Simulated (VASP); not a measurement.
Input:

```
InPd
1.0
    3.28152     0.00000     0.00000
    0.00000     3.28152     0.00000
    0.00000     0.00000     3.28152
In Pd
1 1
Cartesian
  1.64076   1.64076   1.64076
  0.00000   0.00000   0.00000
```

Computed with PBE GGA, VASP's PBE PAW potentials (set 64) (plane waves; VASP). Numerical set-up: 300 eV cut-off, 13×13×13 Γ-centred mesh, Fermi-Dirac smearing of 0.14 eV, potentials In_d Pd.

At this cut-off the stress carries a Pulay error, which pulls relaxed volumes low. Unless said otherwise, spin-orbit coupling is left out, though it shifts the bands of the heavy elements here.

**Question.** Predict the energy per atom (σ→0), pressure, band gap (on the k-mesh) with the smallest direct gap where there is one.

**Answer.** 
```
Quantity                                                    Result
------------------------  ----------------------------------------
band gap (on the k-mesh)  none (metal, semimetal or under 0.01 eV)
energy per atom (σ→0)                               -4.372 eV/atom
pressure                                                  2.39 GPa
```

Total energies compare only between runs with the same potentials, cut-off and functional.

The structure is a typed PdIn crystal. The cell was not relaxed at this level. The electron count is odd and the run is not spin-polarised, which forces a metal.
